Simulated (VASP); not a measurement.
BP (space group F-43m): the band gap from VASP (plane waves, PAW) at several levels of theory. Gaps are without spin-orbit coupling. Each level names its cell: its own relaxed one, PBE's, or the starting one. A gap is the smallest over the k-mesh and a band path; hybrids may have named points in place of the path, and GW has the mesh alone. mBJ is a potential without an energy functional, so only the levels count.

| level | band gap (eV) |
|---|---|
| LDA (own cell) | 1.15 |
| mBJ (TB09) (PBE cell) | 2.09 |

The cell of the LDA (own cell) run:

```cif
data_BP
_chemical_formula_sum 'B1 P1'
_space_group_name_H-M_alt 'P 1'
_space_group_IT_number 1
_cell_length_a 3.17466
_cell_length_b 3.17466
_cell_length_c 3.17466
_cell_angle_alpha 60.000
_cell_angle_beta 60.000
_cell_angle_gamma 60.000
loop_
_space_group_symop_operation_xyz
  'x, y, z'
loop_
_atom_site_label
_atom_site_type_symbol
_atom_site_fract_x
_atom_site_fract_y
_atom_site_fract_z
_atom_site_occupancy
B1 B 0.00000 0.00000 0.00000 1
P1 P 0.25000 0.25000 0.25000 1
```

Only levels that ran to the end are used. Left out are those held back, those with too coarse a band path, GW runs whose mesh misses a band edge, hybrids' fits of cells that aren't cubic and levels without matching references; a question may draw on a part of the rest.

The structure comes from a computed database's BP entry (F-43m); how it stands against other phases isn't given here.
